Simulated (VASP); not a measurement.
Given:

```
CELL_PARAMETERS angstrom
      5.67699     0.00000     0.00000
     -2.83849     4.91642     0.00000
      0.00000     0.00000     4.60308
ATOMIC_POSITIONS crystal
  Al 0.33333 0.66667 0.25000
  Al 0.66667 0.33333 0.75000
  Ti 0.83030 0.66060 0.25000
  Ti 0.16970 0.83030 0.75000
  Ti 0.33940 0.16970 0.25000
  Ti 0.16970 0.33940 0.75000
  Ti 0.83030 0.16970 0.25000
  Ti 0.66060 0.83030 0.75000
```

Calculation: PBEsol GGA, VASP's PBE PAW potentials (set 64) (plane waves; VASP). Numerical set-up: 400 eV cut-off, Gaussian smearing of 0.050 eV, potentials Al Ti_sv.

**Question.** Give the energies of bands 32 to 45 at the high-symmetry points, in eV from the Fermi level.

**Answer.** 
```json
[
 {"band": "32", "Γ": "-1.97", "M": "-1.54", "K": "-1.78", "A": "-1.89", "L": "-2.01", "H": "-1.51"},
 {"band": "33", "Γ": "-1.86", "M": "-1.43", "K": "-1.41", "A": "-0.63", "L": "-1.35", "H": "-1.06"},
 {"band": "34", "Γ": "-1.25", "M": "-0.88", "K": "-1.21", "A": "-0.63", "L": "-1.35", "H": "-1.06"},
 {"band": "35", "Γ": "-1.25", "M": "-0.82", "K": "-0.63", "A": "-0.63", "L": "-0.32", "H": "-0.41"},
 {"band": "36", "Γ": "-0.94", "M": "-0.77", "K": "-0.53", "A": "-0.63", "L": "-0.32", "H": "-0.41"},
 {"band": "37", "Γ": "-0.94", "M": "-0.53", "K": "-0.53", "A": "-0.49", "L": "-0.13", "H": "-0.29"},
 {"band": "38", "Γ": "-0.49", "M": "-0.33", "K": "-0.11", "A": "-0.49", "L": "-0.13", "H": "-0.29"},
 {"band": "39", "Γ": "-0.22", "M": "-0.30", "K": "-0.11", "A": "-0.05", "L": "0.08", "H": "-0.07"},
 {"band": "40", "Γ": "0.09", "M": "0.58", "K": "0.38", "A": "-0.05", "L": "0.08", "H": "-0.07"},
 {"band": "41", "Γ": "0.79", "M": "0.61", "K": "0.57", "A": "0.55", "L": "0.32", "H": "0.62"},
 {"band": "42", "Γ": "0.79", "M": "0.76", "K": "0.57", "A": "0.55", "L": "0.32", "H": "0.62"},
 {"band": "43", "Γ": "0.81", "M": "0.81", "K": "1.04", "A": "0.55", "L": "0.73", "H": "0.94"},
 {"band": "44", "Γ": "1.01", "M": "1.03", "K": "1.05", "A": "0.55", "L": "0.73", "H": "0.94"},
 {"band": "45", "Γ": "1.01", "M": "1.49", "K": "1.07", "A": "1.87", "L": "1.46", "H": "1.02"}
]
```

It has no gap at this level: it comes out as a metal or semimetal.

The structure comes from a measured Ti3Al entry (P6_3/mmc) of the Crystallography Open Database, whose conditions weren't checked. It was relaxed first.
